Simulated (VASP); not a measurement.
Level of theory: PBEsol GGA, VASP's PBE PAW potentials (set 64) (plane waves; VASP).

Input for VASP

**KPOINTS**
```
Automatic mesh
0
Gamma
11 11 5
0 0 0
```

File POSCAR:
```
SnO
1.0
  3.2495781597   0.0000000000   0.0000000000
 -1.6247890798   2.8142170450   0.0000000000
  0.0000000000   0.0000000000   6.5152143688
Sn O
2 2
Cart
  3.2495781597   0.0000000000   0.0000000000
  3.2495781597   0.0000000000   3.2576071844
 -0.0000016248   1.8761456347   1.6288035922
  1.6247907047   0.9380714103   4.8864107766
```

INCAR:
```
SYSTEM = SnO
PREC = Accurate
ENCUT = 620
EDIFF = 1E-6
NELM = 100
ALGO = Normal
LREAL = .FALSE.
LASPH = .TRUE.
ISMEAR = 1
SIGMA = 0.1
GGA = PS
LMAXMIX = 4
LWAVE = .FALSE.
LCHARG = .FALSE.
IBRION = 2
ISIF = 3
NSW = 40
EDIFFG = -0.02
PSTRESS = 100
```

POTCAR, in this order: Sn_d O (PBE.64 set). Program: vasp_std.

Energy and stress use the plane-wave basis of the starting cell. Unless said otherwise, spin-orbit coupling is left out, though it shifts the bands of the heavy elements here.

Estimate the energy per atom (σ→0), volume per atom, band gap (on the k-mesh).

```json
{
 "energy per atom (σ→0)": "-5.489 eV/atom",
 "band gap (on the k-mesh)": "none (metal, semimetal or under 0.01 eV)",
 "volume_per_atom": "14.20 Å³/atom"
}
```

File OSZICAR:
```
...
DAV:   2    -0.219831587209E+02    0.63145E-01   -0.21301E-01  2752   0.493E+00    0.917E-01
DAV:   3    -0.219620466557E+02    0.21112E-01   -0.29917E-02  3192   0.283E+00    0.425E-01
DAV:   4    -0.219571005374E+02    0.49461E-02   -0.11291E-02  3528   0.148E+00    0.747E-02
DAV:   5    -0.219571392697E+02   -0.38732E-04   -0.25341E-03  2680   0.643E-01    0.320E-02
DAV:   6    -0.219571307568E+02    0.85129E-05   -0.14408E-04  3064   0.115E-01    0.156E-02
DAV:   7    -0.219571309387E+02   -0.18192E-06   -0.11486E-05  3280   0.366E-02    0.301E-03
DAV:   8    -0.219571309139E+02    0.24804E-07   -0.87833E-07  1368   0.129E-02
   5 F= -.18412796E+02 E0= -.18412761E+02  d E =-.131185E-01
```

The structure was generated: SnO was put into the NiAs type type (P6_3/mmc), which need not be its known phase. This run relaxes it under an external pressure of 10 GPa. Symmetry was kept, so distortions that lower it aren't found.
